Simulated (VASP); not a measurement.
Here is the system:

```yaml
crystal:
  lattice:
    - [2.15000, -3.72391, 0.00000]
    - [2.15000, 3.72391, 0.00000]
    - [0.00000, 0.00000, 7.01000]
  atoms:
    - { symbol: Cd, position: [0.66667, 0.33333, 0.50000] }
    - { symbol: Cd, position: [0.33333, 0.66667, 0.00000] }
    - { symbol: Se, position: [0.66667, 0.33333, 0.87600] }
    - { symbol: Se, position: [0.33333, 0.66667, 0.37600] }
```

Level of theory: r2SCAN meta-GGA, VASP's PBE PAW potentials (set 64) (plane waves; VASP). Settings: 400 eV cut-off, 7×7×4 Γ-centred mesh, Gaussian smearing of 0.050 eV, potentials Cd Se.

### Question
Give the stress tensor in GPa (positive for a compressed cell).

### Answer

```
1.41  0.00  0.00
0.00  1.41  0.00
0.00  0.00  1.43
```
The pressure is its mean diagonal, 1.42 GPa.

The compound is CdSe in the wurtzite structure. The cell was not relaxed at this level. The run is one of a series of settings (GGA removed, LMIXTAU = .TRUE., METAGGA = R2SCAN against the base run), some of them coarse on purpose.
